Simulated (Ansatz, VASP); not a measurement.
## Cross-check of Tl2PtC2 between VASP and Ansatz

Wanted: the spread between two codes on one cell, functional and k mesh. The cell is generated by rule, not measured, and may not be a known phase. Of the first pair: The two relaxations start from unlike cells of this crystal (the structure described is Ansatz's start), so only their ends are compared.

Program: Ansatz 0.2.0. Level of theory: plane waves, with VASP 6.6.1 beside it; relaxation of cell and atoms at PBEsol. Results are calculated unless marked as measured.

## 1. The structure

Symmetry: P-3m1, No. 164, trigonal system. Conventional cell: a = 4.174 Å, b = 4.174 Å, c = 4.887 Å, α = 90.00°, β = 90.00°, γ = 120.00°. Tl has 3 C at 2.46 Å nearest. Nearest to Pt lie 2 C at 1.86 Å. Nearest to C lie 1 C at 1.17 Å and 1 Pt at 1.86 Å and 3 Tl at 2.46 Å. Farther neighbours are not listed.

## 2. Ansatz: relaxation of cell and atoms, PBEsol, pair 1

Ansatz runs on its default PAW (the set named soft_2) files.

The relaxed volume is the usual yardstick between codes: in a stiff, nearly cubic crystal its relative difference is about their pressure difference at one cell divided by the bulk modulus.

input.yaml

```yaml
crystal:
  lattice:
    - [4.17381, 0.0, 0.0]
    - [-2.0869, 3.61462, 0.0]
    - [0.0, 0.0, 4.88691]
  atoms:
    - { symbol: Tl, position: [0.33333333, 0.66666667, 0.720101] }
    - { symbol: Tl, position: [0.66666667, 0.33333333, 0.279899] }
    - { symbol: Pt, position: [0.0, 0.0, 0.0] }
    - { symbol: C, position: [0.0, 0.0, 0.62008] }
    - { symbol: C, position: [0.0, 0.0, 0.37992] }
kpoints:
  mp_grid: { grid: [6, 6, 4] }
hamiltonian:
  xc: pbesol
scf:
  occupations: { method: gaussian, width: 0.1 }
output:
  forces: true
  stress: true
  eigenvalues: true
relax:
  adjacent_minimum: "off"
  f_tol: 0.05
  max_steps: 80
  cell: { stress_tol: 0.5 }
```

Run with:

```console
> ansatz run input.yaml --threads 8 --pin off --max-ram 14336MiB --backend cpu --events-out ev --progress --plain --runs-dir out
```

Numbers of over 12 decimals in the logs are rounded to 6 here.

Output:

```text
The last accepted step is kept in <dir> (removed where the run ends without a failure and the disk answers)
Engine: ansatz 0.2.0, aarch64-unknown-linux-gnu
Pseudopotentials: kind: paw
Pseudopotential: Tl, paw, valence charge 13, recommended cutoff 420 eV (normal), Tl.paw.azcp
Pseudopotential: Pt, paw, valence charge 18, recommended cutoff 420 eV (normal), Pt.paw.azcp
Pseudopotential: C, paw, valence charge 4, recommended cutoff 420 eV (normal), C.paw.azcp
Functional definition: PBEsol
  exchange = pbesol_x
  correlation = pbesol_c
Crystal: 5 atoms, lattice volume = 73.728 Å³
Basis set: ecut = 420 eV, 1427 PW (Γ), exchange–correlation on 60×60×72 points (8 copies of the dense FFT grid, shifted against one another)
Bands: 32, of which v1, the nominal top of the filled ones, is band 26 counted from 1 (25 counted from 0)
Symmetry: 12 space group operations
Space group: P-3m1 (ITA 164), of the structure as read, at distance tolerance 4.2e-5 Å
k-points: 24 of 144
Non-local potential: Tl, projectors of the file, l = 0: 2, l = 1: 2, l = 2: 2, l = 3: 1
Non-local potential: Pt, projectors of the file, l = 0: 3, l = 1: 2, l = 2: 2, l = 3: 1
Non-local potential: C, projectors of the file, l = 0: 2, l = 1: 2, l = 2: 1
PAW form: soft (Blöchl's): semilocal exchange-correlation on the pseudo side does not see the compensation charge
PAW frozen core: Tl, regenerated for the run's functional, and the local potential with it (the file was generated under x = pbe(κ = 0.804, μ = 0.219515), c = pbe(β = 0.066725))
PAW frozen core: Pt, regenerated for the run's functional, and the local potential with it (the file was generated under x = pbe(κ = 0.804, μ = 0.219515), c = pbe(β = 0.066725))
PAW frozen core: C, regenerated for the run's functional, and the local potential with it (the file was generated under x = pbe(κ = 0.804, μ = 0.219515), c = pbe(β = 0.066725))
PAW one-centre angular grid: Tl, 590 points (default); XC on 64 Gauss nodes
PAW one-centre angular grid: Pt, 590 points (default); XC on 64 Gauss nodes
PAW one-centre angular grid: C, 110 points (default); XC on 64 Gauss nodes
Initial density: superposition of atomic densities (neutral atoms: chi_scale 0, normalization atom), corrected by the library's trained network
Initial wavefunctions: pseudopotential atomic-orbital guess
Functional: x = pbesol(κ = 0.804, μ = 0.123457), c = pbesol(β = 0.046)
SCF iter   1: F=—  HF=-35462.629851 eV  |F-HF|=—  |Δ(HF+E_count)|=         —  Δρ=7.56e-3  dr2=2.63e-2  ethr=1.77e-3  ⟨swp⟩=5.7  Hψ=3170  notcnv=0
preconditioner: auto → Kerker (q_TF=auto, 2.574 Å⁻¹)  [metal: Δε(μ)=0.031 eV  Ē_g=12.613 eV  σ=0.100 eV  W_gap=0.17  n_scr=22 (ndim 8)  ℏωp=28.7 eV  f_vac=0.004  D(μ)=1.94/eV (n_scr^D=20)]
SCF iter   2: F=—  HF=-35462.627820 eV  |F-HF|=—  |Δ(HF+E_count)|=   2.03e-3  Δρ=4.10e-3  dr2=9.07e-3  ethr=5.06e-5  ⟨swp⟩=1.8  Hψ=1096  notcnv=0
SCF iter   3: F=—  HF=-35462.626316 eV  |F-HF|=—  |Δ(HF+E_count)|=   1.50e-3  Δρ=6.44e-4  dr2=6.72e-4  ethr=1.74e-5  ⟨swp⟩=2.5  Hψ=1242  notcnv=0
SCF iter   4: F=—  HF=-35462.626272 eV  |F-HF|=—  |Δ(HF+E_count)|=   4.39e-5  Δρ=3.35e-4  dr2=1.15e-4  ethr=1.29e-6  ⟨swp⟩=2.3  Hψ=1038  notcnv=0
SCF iter   5: F=—  HF=-35462.626264 eV  |F-HF|=—  |Δ(HF+E_count)|=   7.70e-6  Δρ=9.35e-5  dr2=1.21e-5  ethr=2.22e-7  ⟨swp⟩=2.1  Hψ=1073  notcnv=0
SCF iter   6: F=—  HF=-35462.626254 eV  |F-HF|=—  |Δ(HF+E_count)|=   1.03e-5  Δρ=2.36e-5  dr2=2.94e-7  ethr=2.33e-8  ⟨swp⟩=2.1  Hψ=1164  notcnv=0
SCF iter   7: F=-35462.626254 eV  HF=-35462.626254 eV  |F-HF|=1.07e-8  |Δ(HF+E_count)|=   1.79e-7  Δρ=5.58e-6  dr2=2.12e-8  ethr=1.92e-10  ⟨swp⟩=8.7  Hψ=3406  notcnv=0
SCF 1 converged in 7 iterations: F = -35462.626254 eV  dr2 = 2.12e-8
  greatest PAW one-centre occupation: 1.000 electrons in one spin orbital (limit 2), on the Pt atom at site 2 (counted from 0), in its partial waves of l = 0
relax step   1: F+E_penalty+E_count = -35462.62625381 eV  Δ(F+E_penalty+E_count) = +0.000e0 eV  max|allowed force component| = 7.155e0 eV/Å  Δτ_max = 0.0000 Å  P = +47.791 GPa  Ω = 73.728 Å³  (7 SCF iters, dr2 threshold 1.00e-7 eV, accepted)
[...]
relax step  10: F+E_penalty+E_count = -35465.99118816 eV  Δ(F+E_penalty+E_count) = +3.361e-4 eV  max|allowed force component| = 5.856e-1 eV/Å  Δτ_max = 0.0301 Å  P = -0.514 GPa  Ω = 108.872 Å³  energy of the carried Pulay correction = -5.616e-3 eV  (6 SCF iters, dr2 threshold 5.00e-7 eV, accepted)
[...]
relax step  11: F+E_penalty+E_count = -35465.99460697 eV  Δ(F+E_penalty+E_count) = -3.419e-3 eV  max|allowed force component| = 5.336e-3 eV/Å  Δτ_max = 0.0068 Å  P = -0.008 GPa  Ω = 108.506 Å³  energy of the carried Pulay correction = -5.188e-3 eV  (5 SCF iters, dr2 threshold 5.00e-7 eV, accepted)
[...]
relax step  12: F+E_penalty+E_count = -35465.99981041 eV  Δ(F+E_penalty+E_count) = -5.203e-3 eV  max|allowed force component| = 3.183e-3 eV/Å  Δτ_max = 0.0000 Å  P = -0.018 GPa  Ω = 108.506 Å³  stress off target by 3.92e-2 GPa  SCF on the basis re-selected at this cell (its energy is not comparable with the rows above)  (5 SCF iters)
basis re-selected at this cell: Δ(F+E_penalty+E_count) = -5.203e-3 eV, ΔP = -0.010 GPa vs the last step (what re-selecting the basis moved, of the pressure what is left beyond the Pulay correction that the steps carried, after the strain that the cell walked since its last selection, with what the two solves' SCF thresholds leave and, on support functions, any second-order correction that the steps lacked; it is no measure of the basis error at this ecutwfc). The dense FFT grid was sized anew with the basis: this SCF ran on 36×36×36 points, the steps before it on 32×32×36, so part of this shift can come from that change (see relax.cell in the input reference). [rest of the remark cut]
SCF converged after 5 iterations
Free energy (F): -35465.999810 eV
Harris-Foulkes:  -35465.999810 eV  (|F-HF|=3.54e-9)
Internal energy: -35465.998725 eV  (E = F + TS)
E sigma→0 (E₀):  -35465.999268 eV
Entropy (-TS):   -0.001086 eV (-0.217 meV/atom)
Fermi energy:    8.821494 eV
--- Per-component energies (eV) ---
  E_band       = -389.874739
  E_kinetic    = 1478.296379
  E_local      = -5166.767712  (includes V_loc(G=0)·N_el)
  E_nonlocal   = 897.321315
  E_hartree    = 1976.857330
  E_xc         = -811.136033
  E_vxc        = -702.168352  (∫ρ·V_xc dr)
  E_paw        = -29540.592888  (= ΣΔE_a)
  E_vpaw       = -850.268217  (= ΣTr[D̂ρ^β])
  E_aug_tail   = 0.000282  (compensation charges beyond the density's cutoff)
  E_ewald      = -4300.383110
  E_core_change = 0.405712  (= ΣΔE_core)
  E_smearing   = -0.001086  (= −TS)
  E_closure    = 0.000000  (closes the sum)
  Σ components = -35465.999810   (vs F -35465.999810, Δ=0.00e0)
--- Forces (eV/Å), atoms counted from 1 ---
  atom   1  Tl     0.00000000    -0.00000000     0.00008805
  atom   2  Tl    -0.00000000     0.00000000    -0.00008805
  atom   3  Pt    -0.00000000    -0.00000000     0.00000000
  atom   4  C      0.00000000    -0.00000000     0.00318298
  atom   5  C     -0.00000000     0.00000000    -0.00318298
  max |Σ_I F_I| component: 9.25e-18 eV/Å
--- Stress (GPa, compression-positive) ---
       -0.007199      -0.000000       0.000000
       -0.000000      -0.007199       0.000000
        0.000000       0.000000      -0.039246
  P = ⅓ Tr σ = -0.0179 GPa (-0.179 kbar)
--- Band table (eV; the first three rows and the last of 24) ---
  k-point 0: bands = [... 22 lower, 5.9418, 5.9418, 6.2411, 8.3094, 11.5940, 12.0971, 12.0971, 13.0301, ... 2 higher]
  k-point 1: bands = [... 22 lower, 6.2888, 7.0065, 7.0065, 8.9326, 11.2369, 11.3956, 11.3956, 12.8547, ... 2 higher]
  k-point 2: bands = [... 22 lower, 6.8417, 8.1872, 8.1872, 9.4630, 10.2084, 10.2084, 11.1675, 12.1831, ... 2 higher]
  k-point 23: bands = [... 22 lower, 6.6631, 6.6631, 7.7955, 7.7955, 9.7308, 9.7308, 12.6371, 12.6371, ... 2 higher]
--- Relaxed structure (10 steps of the walk, 10 accepted, 2 SCFs on fresh bases) ---
  F+E_penalty+E_count = -35465.99981041 eV   max|allowed force component| = 3.183e-3 eV/Å   (the final SCF, on the basis selected at the relaxed cell)
  cell:  # Å, volume = 108.5055 Å³
    - [4.901154, -3.3898098968876567e-6, -1.86568866482889e-17]
    - [-2.450574, 4.244525, 3.731390739684496e-17]
    - [-2.1844426544079718e-17, 3.783589837166835e-17, 5.215843]
  atoms:
    - { symbol: Tl, position: [0.333333, 0.666667, 0.798266] }
    - { symbol: Tl, position: [0.666667, 0.333333, 0.201734] }
    - { symbol: Pt, position: [0, 0, 3.017274626666514e-19] }
    - { symbol: C, position: [0, 0, 0.621551] }
    - { symbol: C, position: [0, 0, 0.378449] }
```

Reading the cycles: dr2 is the Hartree energy of the density residual (eV), the measure of convergence; HF is the Harris–Foulkes estimate of the energy, which meets the free energy F at convergence.

## 3. VASP: relaxation of cell and atoms, PBEsol, pair 1

Its own start cell and the same functional, mesh and smearing now go to VASP, with its own data sets.

Lines of VASP's logs that name or quote its potential files are left out, and so is its time.

INCAR

```
SYSTEM = Tl2PtC2
PREC = Accurate
ENCUT = 600
EDIFF = 1E-07
NELM = 120
ISMEAR = 0
SIGMA = 0.1
LREAL = .FALSE.
ALGO = Normal
GGA = PS
NBANDS = 28
LASPH = .TRUE.
LORBIT = 11
LWAVE = .FALSE.
LCHARG = .FALSE.
ISIF = 3
IBRION = 2
NSW = 80
EDIFFG = -0.005
GGA_COMPAT = .FALSE.
NELMIN = 4
KPAR = 2
```

POSCAR

```
Tl2PtC2
1.0
    4.8942556957     -0.0000035393      0.0000000000
   -2.4471249349      4.2385509256      0.0000000000
    0.0000000000      0.0000000000      5.2167769549
Tl Pt C
2 1 2
Direct
    0.3333333671      0.6666665744      0.7982670669
    0.6666666329      0.3333334256      0.2017329331
    0.0000000000      0.0000000000      0.0000000000
    0.0000000000      0.0000000000      0.6216522156
    0.0000000000      0.0000000000      0.3783477844
```

KPOINTS

```
Automatic mesh
0
Gamma
6 6 4
0 0 0
```

Potentials, in the order of the species: Tl_d, Pt and C (PBE family, release 64).

Run with:

```console
> mpirun -np 2 vasp_std
```

Output:

```text
[banner, memory and clock lines left out]
running    2 mpi-ranks, on    1 nodes
 distrk:  each k-point on    1 cores,    2 groups
 distr:  one band on    1 cores,    1 groups

 POSCAR found type information on POSCAR TlPtC
 POSCAR found :  3 types and       5 ions
|                                                                             |
|               ----> ADVICE to this user running VASP <----                  |
|                                                                             |
|     You enforced a specific xc type in the INCAR file but a different       |
|     [... a line on the potential file left out ...]
|     I HOPE YOU KNOW WHAT YOU ARE DOING!                                     |
|                                                                             |

 LDA part: xc-table for (Slater+PW92), standard interpolation
 POSCAR, INCAR and KPOINTS ok, starting setup
 FFT: planning ... GRIDC
 FFT: planning ... GRID_SOFT
 FFT: planning ... GRID
 WAVECAR not read
 entering main loop
       N       E                     dE             d eps       ncg     rms          rms(c)
DAV:   1     0.263406017258E+03    0.26341E+03   -0.24381E+04  1352   0.162E+03
DAV:   2    -0.189054967269E+02   -0.28231E+03   -0.27315E+03  1516   0.338E+02
DAV:   3    -0.328584996532E+02   -0.13953E+02   -0.13735E+02  1592   0.631E+01
DAV:   4    -0.331327834217E+02   -0.27428E+00   -0.27299E+00  1528   0.915E+00
DAV:   5    -0.331375454234E+02   -0.47620E-02   -0.47600E-02  1568   0.122E+00    0.175E+01
DAV:   6    -0.292792834751E+02    0.38583E+01   -0.15534E+01  1720   0.244E+01    0.835E+00
DAV:   7    -0.290224825318E+02    0.25680E+00   -0.50287E+00  1524   0.127E+01    0.473E+00
DAV:   8    -0.289874672188E+02    0.35015E-01   -0.23406E-01  1428   0.260E+00    0.238E+00
DAV:   9    -0.289730475193E+02    0.14420E-01   -0.48409E-02  1508   0.144E+00    0.270E-01
DAV:  10    -0.289732748995E+02   -0.22738E-03   -0.47514E-03  1480   0.460E-01    0.106E-01
DAV:  11    -0.289735794801E+02   -0.30458E-03   -0.78286E-04  1436   0.170E-01    0.342E-02
DAV:  12    -0.289736686988E+02   -0.89219E-04   -0.18800E-04  1480   0.740E-02    0.105E-02
DAV:  13    -0.289736755757E+02   -0.68769E-05   -0.18091E-05  1476   0.218E-02    0.642E-03
DAV:  14    -0.289736783566E+02   -0.27809E-05   -0.74683E-06  1472   0.120E-02    0.284E-03
DAV:  15    -0.289736785049E+02   -0.14836E-06   -0.16379E-06  1496   0.598E-03    0.685E-04
DAV:  16    -0.289736785379E+02   -0.32921E-07   -0.17472E-07  1204   0.195E-03
   1 F= -.28973679E+02 E0= -.28973129E+02  d E =-.289737E+02
[... from here on, the cycles between the ionic steps are left out ...]
   2 F= -.28973700E+02 E0= -.28973179E+02  d E =-.217426E-04
   3 F= -.28973704E+02 E0= -.28973175E+02  d E =-.250749E-04
   4 F= -.28973718E+02 E0= -.28973192E+02  d E =-.147624E-04
   5 F= -.28973729E+02 E0= -.28973208E+02  d E =-.258581E-04
   6 F= -.28973729E+02 E0= -.28973207E+02  d E =-.258663E-04
   7 F= -.28973729E+02 E0= -.28973207E+02  d E =-.257059E-04
   8 F= -.28973730E+02 E0= -.28973207E+02  d E =-.259745E-04
 curvature:  -0.60 expect dE=-0.681E-05 dE for cont linesearch -0.502E-07
 ZBRENT: accuracy reached
 trial: gam= 0.01785 g(F)=  0.153E-05 g(S)=  0.974E-05 ort = 0.729E-05 (trialstep = 0.137E+00)
 search vector abs. value=  0.117E-04
 bond charge predicted
       N       E                     dE             d eps       ncg     rms          rms(c)
DAV:   1    -0.289737316677E+02   -0.20317E-05   -0.33161E-05  1388   0.380E-02    0.644E-03
DAV:   2    -0.289737309531E+02    0.71457E-06   -0.23370E-06  1452   0.112E-02    0.295E-03
DAV:   3    -0.289737308595E+02    0.93571E-07   -0.36619E-07  1240   0.460E-03    0.152E-03
DAV:   4    -0.289737308612E+02   -0.16312E-08   -0.83147E-08   672   0.213E-03
   9 F= -.28973731E+02 E0= -.28973208E+02  d E =-.127391E-05
 trial-energy change:   -0.000001  1 .order   -0.000001   -0.000002   -0.000001
 step:   0.4970(harm=  0.4970)  dis= 0.00010  next Energy=   -28.973732 (dE=-0.283E-05)
 reached required accuracy - stopping structural energy minimisation
```

OUTCAR, selected parts (step 3):

```text
ion  position               nearest neighbor table
   1  0.333  0.667  0.798-   4 2.97   4 2.97   4 2.97   3 3.02   3 3.02   3 3.02   2 3.52   2 3.52
                             2 3.52
   2  0.667  0.333  0.202-   5 2.97   5 2.97   5 2.97   3 3.02   3 3.02   3 3.02   1 3.52   1 3.52
                             1 3.52
   3  0.000  0.000  0.000-   4 1.97   5 1.97   1 3.02   2 3.02   2 3.02   1 3.02   1 3.02   2 3.02

  LATTYP: Found a hexagonal cell.
 ALAT       =     4.8942556957
 C/A-ratio  =     1.0658979177

 Subroutine GETGRP returns: Found 12 space group operations
 (whereof 12 operations were pure point group operations)

The static configuration has the point symmetry D_3d.

 Found     24 irreducible k-points:

   k-points           NKPTS =     24   k-points in BZ     NKDIM =     24   number of bands    NBANDS=     28

   dimension x,y,z NGX =    40 NGY =   40 NGZ =   42
   dimension x,y,z NGXF=    80 NGYF=   80 NGZF=   84

   ENCUT  =  600.0 eV  44.10 Ry    6.64 a.u.   9.78  9.78 10.42*2*pi/ulx,y,z

   NELECT =      44.0000    total number of electrons

 k-points in reciprocal lattice and weights: Automatic mesh
   0.00000000  0.00000000  0.00000000       0.007
   0.16666667 -0.00000000  0.00000000       0.042
   0.33333333  0.00000000  0.00000000       0.042
   0.50000000  0.00000000  0.00000000       0.021
   0.16666667  0.16666667  0.00000000       0.042
   0.33333333  0.16666667  0.00000000       0.083
   0.33333333  0.33333333  0.00000000       0.014
   0.00000000  0.00000000  0.25000000       0.014
   0.16666667 -0.00000000  0.25000000       0.042
[...]
0.33333333  0.16666667  0.50000000       0.083
   0.33333333  0.33333333  0.50000000       0.014

 average (electrostatic) potential at core
       1 -84.3268       2 -84.3268       3 -68.8642       4 -49.8005       5 -49.8005

 E-fermi :   4.7387

 k-point     1 :       0.0000    0.0000    0.0000
  band No.  band energies     occupation
    ...
     18       1.5942      2.00000
     19       1.8750      2.00000
     20       1.8750      2.00000
     21       2.1551      2.00000
     22       4.2241      2.00000
     23       7.5080      0.00000
     24       8.0281      0.00000
     25       8.0281      0.00000
     26       8.9627      0.00000
     27       8.9627      0.00000
    ...

 k-point     2 :       0.1667   -0.0000    0.0000
  band No.  band energies     occupation
    ...
     18       1.4319      2.00000
     19       1.8005      2.00000
     20       2.0390      2.00000
     21       2.8556      2.00000
     22       4.4309      1.99999
     23       6.3081      0.00000
     24       7.4133      0.00000
     25       8.0730      0.00000
     26       9.4316      0.00000
     27       9.4672      0.00000
    ...

 k-point     3 :       0.3333    0.0000    0.0000
  band No.  band energies     occupation
    ...
     18       1.2446      2.00000
     19       1.9115      2.00000
     20       2.2313      2.00000
     21       3.1767      2.00000
     22       3.9372      2.00000
     23       6.2221      0.00000
     24       6.7492      0.00000
     25       8.3705      0.00000
     26       9.2426      0.00000
     27       9.5572      0.00000
    ...

  Total        0.0024149      0.0024149     -0.0233817     -0.0000000      0.0000000     -0.0000000
  in kB        0.0356900      0.0356900     -0.3455653     -0.0000000      0.0000000     -0.0000000
  external PRESSURE =      -0.0913951 kB  Pullay stress =       0.0000000 kB

  energy-cutoff  :      600.00
  volume of cell :      108.41
      direct lattice vectors                 reciprocal lattice vectors
     4.898573711 -0.000003543 -0.000000000     0.204141139  0.117860769  0.000000000
    -2.449283940  4.242290436  0.000000000     0.000000170  0.235721819 -0.000000000
    -0.000000000  0.000000000  5.216590614     0.000000000 -0.000000000  0.191696085

 POSITION                                       TOTAL-FORCE (eV/Angst)
 -----------------------------------------------------------------------------------
      0.00000      2.82819      4.16399        -0.000000      0.000000     -0.000051
      2.44929      1.41409      1.05260         0.000000     -0.000000      0.000051
     -2.44928      4.24229      0.00000        -0.000000      0.000000      0.000000
     -2.44928      4.24229      3.24289        -0.000000      0.000000      0.002277
     -0.00000      0.00000      1.97370        -0.000000     -0.000000     -0.002277
 -----------------------------------------------------------------------------------
    total drift:                               -0.000000      0.000000      0.000000

  FREE ENERGIE OF THE ION-ELECTRON SYSTEM (eV)
  ---------------------------------------------------
  free  energy   TOTEN  =       -28.9737308612 eV

  energy  without entropy=      -28.9726843794  energy(sigma->0) =      -28.97320762

 reached required accuracy - stopping structural energy minimisation

 total charge
# of ion       s       p       d       tot
------------------------------------------
    1        1.214   0.280   9.665  11.160
    2        1.214   0.280   9.665  11.160
    3        0.772   0.611   8.172   9.555
    4        0.904   1.595   0.000   2.500
    5        0.904   1.595   0.000   2.500
--------------------------------------------------
tot          5.010   4.362  27.502  36.874

[... 3 further parts left out ...]
```

## 4. Differences

Known differences besides the potentials themselves: the data sets hold 52 valence electrons in Ansatz (on its default PAW (the set named soft_2) files) and 44 in VASP; the cutoff is 420 eV in Ansatz and 600 eV in VASP; Ansatz makes its cores anew for this functional, VASP keeps those of its PBE data sets; Ansatz adds a Pulay correction to the stress that steers its cell, VASP none. Total energies have different zeros and are not compared.

The two programs side by side:

```
                                         quantity  Ansatz    VASP  difference
                                      volume (Å³)  108.51  108.41     +0.09 %
edge a after relaxation, in the typed setting (Å)   4.901   4.899     +0.05 %
edge c after relaxation, in the typed setting (Å)   5.216   5.217     -0.02 %
```

(Continued in part 2 of 2.)

[Lines on the potential files, build, host, timing and source positions are cut from VASP's logs without a mark.]

[Logs are printed without paths, hosts, clocks, repeated set-up lines and the standing remarks that a program may print on its own settings, such as how far it seeks lower states.]

[Hosts, paths, dates, database ids (printed as entryN), source tags and the programs' standing remarks are cut or masked in the printed files.]
